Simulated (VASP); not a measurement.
Computed with PBE GGA with spin-orbit coupling, VASP's PBE PAW potentials (set 64) (plane waves; VASP).

Input for VASP

KPOINTS:
```
Automatic mesh
0
Gamma
5 5 5
0 0 0
```

POSCAR:
```
PbTe
1
    0.0000000000     3.2946000000     3.2946000000
    3.2946000000     0.0000000000     3.2946000000
    3.2946000000     3.2946000000     0.0000000000
Te Pb
1 1
Direct
  0.5000000000   0.5000000000   0.5000000000
  0.0000000000   0.0000000000   0.0000000000
```

INCAR:
```
SYSTEM  =  PbTe
PREC  =  Accurate; ENCUT  =  400; LREAL  =  .FALSE.
LASPH  =  .TRUE.
EDIFF  =  1E-6; NELM  =  100; ALGO  =  Normal
LMAXMIX  =  4
ISMEAR  =  0; SIGMA  =  0.05
GGA  =  PE; GGA_COMPAT  =  .FALSE.
MAGMOM  =  6*0; LSORBIT  =  .TRUE.
ISIF  =  2
LWAVE  =  .FALSE.; LCHARG  =  .FALSE.
```

POTCAR, in this order: Te Pb_d (PBE.64 set). Program: vasp_ncl.

What VASP printed:

### OUTCAR
```
 ion  position               nearest neighbor table
   1  0.500  0.500  0.500-   2 3.29   2 3.29   2 3.29   2 3.29   2 3.29   2 3.29
   2  0.000  0.000  0.000-   1 3.29   1 3.29   1 3.29   1 3.29   1 3.29   1 3.29
  LATTYP: Found a face centered cubic cell.
 ALAT       =     6.5892000000
 Subroutine PRICEL returns:
 Original cell was already a primitive cell.
 Subroutine GETGRP returns: Found 48 space group operations
The static configuration has the point symmetry O_h .
The dynamic configuration has the point symmetry O_h .
The overall configuration has the point symmetry O_h .
 Subroutine INISYM returns: Found 48 space group operations
 Subroutine IBZKPT returns following result:
 Found     10 irreducible k-points:

 Following reciprocal coordinates:
            Coordinates               Weight
  0.000000  0.000000  0.000000      1.000000
  0.200000  0.000000  0.000000      8.000000
  0.400000  0.000000  0.000000      8.000000
  0.200000  0.200000  0.000000      6.000000
  0.400000  0.200000  0.000000     24.000000
 -0.400000  0.200000  0.000000     24.000000
 -0.200000  0.200000  0.000000     12.000000
  0.400000  0.400000  0.000000      6.000000
...
```

### OSZICAR
```
       N       E                     dE             d eps       ncg     rms          rms(c)
DAV:   1     0.172149490751E+03    0.17215E+03   -0.76236E+03   560   0.114E+03
DAV:   2     0.777514225697E+01   -0.16437E+03   -0.16050E+03   588   0.336E+02
DAV:   3    -0.752910269356E+01   -0.15304E+02   -0.15018E+02   720   0.125E+02
DAV:   4    -0.813219220684E+01   -0.60309E+00   -0.60194E+00   708   0.290E+01
DAV:   5    -0.815717560883E+01   -0.24983E-01   -0.24981E-01   796   0.524E+00    0.373E+00
DAV:   6    -0.804032157961E+01    0.11685E+00   -0.26194E-01   748   0.423E+00    0.233E+00
DAV:   7    -0.803966757629E+01    0.65400E-03   -0.66878E-02   700   0.137E+00    0.147E+00
DAV:   8    -0.804150938156E+01   -0.18418E-02   -0.34621E-03   752   0.553E-01    0.648E-01
DAV:   9    -0.804239534894E+01   -0.88597E-03   -0.16982E-03   636   0.545E-01    0.955E-02
DAV:  10    -0.804249803676E+01   -0.10269E-03   -0.16088E-04   652   0.136E-01    0.364E-02
DAV:  11    -0.804252627943E+01   -0.28243E-04   -0.37617E-05   624   0.604E-02    0.179E-02
DAV:  12    -0.804253324759E+01   -0.69682E-05   -0.63601E-06   572   0.204E-02    0.600E-03
DAV:  13    -0.804253443681E+01   -0.11892E-05   -0.34368E-06   632   0.245E-02    0.459E-03
DAV:  14    -0.804253412872E+01    0.30809E-06   -0.43607E-07   352   0.697E-03
   1 F= -.80425341E+01 E0= -.80425341E+01  d E =-.473540E-15  mag=     0.0000    -0.0000     0.0000
```

File OUTCAR:
```
------------------------ aborting loop because EDIFF is reached ----------------------------------------
  FORCE on cell =-STRESS in cart. coord.  units (eV):
  Direction    XX          YY          ZZ          XY          YZ          ZX
  --------------------------------------------------------------------------------------
  Total       -0.1845570     -0.1845570     -0.1845570      0.0000000      0.0000000     -0.0000000
  in kB       -4.1343106     -4.1343106     -4.1343106      0.0000000      0.0000000     -0.0000000
  external PRESSURE =      -4.1343106 kB  Pullay stress =       0.0000000 kB
  volume of cell :       71.52
      direct lattice vectors                 reciprocal lattice vectors
     0.000000000  3.294600000  3.294600000    -0.151763492  0.151763492  0.151763492
     3.294600000  0.000000000  3.294600000     0.151763492 -0.151763492  0.151763492
     3.294600000  3.294600000  0.000000000     0.151763492  0.151763492 -0.151763492
  FREE ENERGIE OF THE ION-ELECTRON SYSTEM (eV)
  ---------------------------------------------------
  free  energy   TOTEN  =        -8.0425341287 eV

  energy  without entropy=       -8.0425341287  energy(sigma->0) =       -8.04253413

 Ion:    1  E_soc:     -0.2077115

 Ion:    2  E_soc:     -0.8777195
```
(Selected blocks of OUTCAR.)

The compound is PbTe in the rock salt structure. The cell was not relaxed at this level.
